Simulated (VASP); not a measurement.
Method: LDA (Ceperley-Alder, Perdew-Zunger), VASP's LDA PAW potentials (set 64) (plane waves; VASP 6.6.1).

VASP ran on this input.

File POSCAR:
```
AuAl2
1
   -0.0000000000     2.9113948613     2.9113948613
    2.9113948613    -0.0000000000     2.9113948613
    2.9113948613     2.9113948613     0.0000000000
Al Au
2 1
Direct
  0.2500000000   0.2500000000   0.2500000000
  0.7500000000   0.7500000000   0.7500000000
  0.0000000000   0.0000000000   0.0000000000
```

INCAR:
```
ISMEAR = 1   # Methfessel-Paxton
LCHARG = .False.
EDIFF = 1E-6
PSTRESS = 100
LMAXMIX = 6   # l cut-off of mixed one-centre charges
ISIF = 3
ALGO = Normal   # blocked Davidson
NELM = 100
LREAL = .False.   # projection in real space or not
LWAVE = .False.
SIGMA = 0.1   # width (eV)
PREC = Accurate
NSW = 40   # most ionic steps
LASPH = .True.   # aspherical one-centre terms
ENCUT = 500   # plane-wave cut-off (eV)
EDIFFG = -0.02
IBRION = 2
SYSTEM = AuAl2
```

### KPOINTS
```
kpoints
0
Gamma
9 9 9
```

POTCAR, in this order: Al Au (LDA.64 set). Program: vasp_std.

The resulting files:

File OSZICAR:
```
       N       E                     dE             d eps       ncg     rms          rms(c)
DAV:   1     0.609256510669E+02    0.60926E+02   -0.71152E+03   864   0.114E+03
DAV:   2    -0.136038207480E+02   -0.74529E+02   -0.68947E+02   944   0.207E+02
DAV:   3    -0.156352025981E+02   -0.20314E+01   -0.20072E+01  1060   0.334E+01
DAV:   4    -0.156503294722E+02   -0.15127E-01   -0.15124E-01   988   0.342E+00
DAV:   5    -0.156505033455E+02   -0.17387E-03   -0.17387E-03  1060   0.377E-01    0.102E+01
DAV:   6    -0.143172502250E+02    0.13333E+01   -0.64776E+00   968   0.290E+01    0.397E+00
DAV:   7    -0.142249488682E+02    0.92301E-01   -0.26462E-01   928   0.606E+00    0.196E+00
DAV:   8    -0.141813627124E+02    0.43586E-01   -0.27183E-02   992   0.121E+00    0.409E-01
DAV:   9    -0.141799854486E+02    0.13773E-02   -0.27048E-03  1012   0.602E-01    0.214E-01
DAV:  10    -0.141800150084E+02   -0.29560E-04   -0.13056E-04   968   0.113E-01    0.402E-02
DAV:  11    -0.141800075865E+02    0.74219E-05   -0.66878E-06  1044   0.212E-02    0.119E-02
DAV:  12    -0.141800075081E+02    0.78329E-07   -0.49353E-07   544   0.776E-03
   1 F= -.11099497E+02 E0= -.11099627E+02  d E =-.110995E+02
```

OUTCAR:
```
------------------------ aborting loop because EDIFF is reached ----------------------------------------
  FORCE on cell =-STRESS in cart. coord.  units (eV):
  Direction    XX          YY          ZZ          XY          YZ          ZX
  --------------------------------------------------------------------------------------
  Total        3.0666794      3.0666794      3.0666794     -0.0000000     -0.0000000      0.0000000
  in kB       99.5509995     99.5509995     99.5509995     -0.0000000     -0.0000000      0.0000000
  external PRESSURE =      -0.4490005 kB  Pullay stress =     100.0000000 kB
  volume of cell :       49.36
      direct lattice vectors                 reciprocal lattice vectors
     0.000000000  2.911394861  2.911394861    -0.171738986  0.171738986  0.171738986
     2.911394861  0.000000000  2.911394861     0.171738986 -0.171738986  0.171738986
     2.911394861  2.911394861  0.000000000     0.171738986  0.171738986 -0.171738986
 POSITION                                       TOTAL-FORCE (eV/Angst)
 -----------------------------------------------------------------------------------
      1.45570      1.45570      1.45570        -0.000000     -0.000000     -0.000000
      4.36709      4.36709      4.36709         0.000000     -0.000000     -0.000000
      0.00000      0.00000      0.00000         0.000000      0.000000      0.000000
 -----------------------------------------------------------------------------------
    total drift:                                0.000000     -0.000000     -0.000000
  FREE ENERGIE OF THE ION-ELECTRON SYSTEM (eV)
  ---------------------------------------------------
  free  energy   TOTEN  =       -14.1800075081 eV

  energy  without entropy=      -14.1803975957  energy(sigma->0) =      -14.18013754
  enthalpy is  TOTEN    =       -11.0994966307 eV   P V=        3.0805108774

 reached required accuracy - stopping structural energy minimisation
```
(Selected blocks of OUTCAR.)

The compound is AuAl2 in the fluorite structure. It was relaxed first under an external pressure of 10 GPa. The electron count is odd and the run is not spin-polarised, which forces a metal.
